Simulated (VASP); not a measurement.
# B2AsN: single point with HSE06

Crystal: B2AsN.

```xyz
4
Lattice="2.9886 0.0000 0.0000 0.0000 2.9886 0.0000 0.0000 0.0000 4.2745" Properties=species:S:1:pos:R:3 pbc="T T T"
N     0.0000    0.0000    0.0000
B     0.0000    1.4943    3.4254
B     1.4943    0.0000    0.8491
As    1.4943    1.4943    2.1372
```

The cell was built by a generator and needn't be a form met in nature.

```json
{
  "Program": "VASP 6.6.1",
  "Task": "single point",
  "Functional": "HSE06",
  "Potentials or basis": "VASP PAW PBE potentials, release 64 (N, B, As)",
  "Cutoff": "520 eV",
  "k mesh": "4 × 4 × 4",
  "Occupations": "fermi-dirac, width 0.02 eV",
  "Spin": "no spin polarisation",
  "Dipole correction": "no",
  "Exchange at q = 0": "truncated",
  "Grid for exact exchange (PRECFOCK)": "Normal",
  "Screening parameter": "0.2079 1/A",
  "Further INCAR settings": "ALGO = Normal; EDIFF = 1e-06; NBANDS = 16"
}
```

| Quantity | Value |
| --- | --- |
| Pressure | -1.6 GPa |
| Largest force | 0.194 eV/Å |
| Band gap on the k mesh | 0.82 eV, direct |

Forces in eV/Å, atoms in the order of the input:
```
N    0.000  0.000  0.000
B    0.000  0.000  0.194
B    0.000  0.000 -0.194
As   0.000  0.000  0.000
```

Stress tensor (GPa, compression positive):
```
-1.18  0.00  0.00
 0.00 -1.18  0.00
 0.00  0.00 -2.44
```

Levels at points of the mesh, in eV from the valence-band top:
```
           k point  band 5  band 6  band 7  band 8  band 9  band 10  band 11  band 12
(0.00, 0.00, 0.00)   -6.88   -1.42    0.00    0.00    0.82     3.75     5.15     5.20
(0.50, 0.00, 0.00)   -7.00   -6.58   -5.73   -0.87    4.47     5.38     6.15     8.52
(0.50, 0.50, 0.00)   -6.77   -5.95   -5.95   -4.66    2.01     2.08     3.46     3.46
(0.00, 0.00, 0.50)   -6.45   -5.07   -1.68   -1.68    1.86     3.83     6.74     7.78
(0.50, 0.00, 0.50)   -5.68   -3.53   -3.04   -0.53    2.54     5.97     6.94     6.95
(0.50, 0.50, 0.50)   -7.53   -7.53   -7.51   -7.13    5.51     6.65     6.65     8.36
```

It took 5.1 min on 1 thread of Intel(R) Xeon(R) Platinum 8559C (Emerald Rapids) (shared host), peak memory 0.26 GiB.

Caveat: the k mesh is coarse (spacing up to 0.53 Å⁻¹), so the values aren't converged, least of all with exact exchange; the PAW data sets were made with another functional, which shifts forces and pressure a little.
